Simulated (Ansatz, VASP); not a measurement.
**One calculation of HfMoC2, two programs**

```
Hf Mo C
1.0
     3.19142    0.00000    0.00000
     0.00000    3.19142    0.00000
     0.00000    0.00000    4.48516
Hf Mo C
1 1 2
Direct
  0.00000 0.00000 0.00000
  0.50000 0.50000 0.50000
  0.50000 0.50000 0.00000
  0.00000 0.00000 0.50000
```

Alike in both runs: functional PBEsol; k mesh 8 × 8 × 6; occupations fermi-dirac, width 0.05 eV; no spin polarisation; Hubbard terms Hf d U = 2.0 eV, Mo d U = 2.0 eV.

```csv
,VASP,Ansatz
version,VASP 6.6.1,Ansatz 0.2.0
potentials or method,"VASP PAW PBE potentials, release 64 (Hf_pv, Mo_sv, C), cutoff 520 eV","all-electron LAPW, scalar-relativistic"
task,single point,density of states
```

```tsv
	VASP	Ansatz	Ansatz less VASP
gap on the k mesh at the Fermi level (eV)	none	none	-
pressure (GPa)	-3.3	-7.0	-3.66
largest component of the traceless stress (GPa)	2.78	2.64	-0.135
```

The programs project onto different local orbitals, so the same U acts differently. A gap of «none» marks a metal or a gap that the smearing closes. Ansatz ran all-electron here, so the differences hold the error of VASP's frozen core and of both bases.

Caveats: U without spin polarisation on a metal has little footing; the U is typed as a test and isn't derived for this compound; the PAW data sets were made with another functional, which shifts forces and pressure a little (VASP); U is the effective U less J, on atomic orbitals that reach past the spheres (Ansatz); the density of states is complete only up to the lowest level of the last band computed (Ansatz). Spin-orbit coupling is left out, which matters for the levels of Hf.
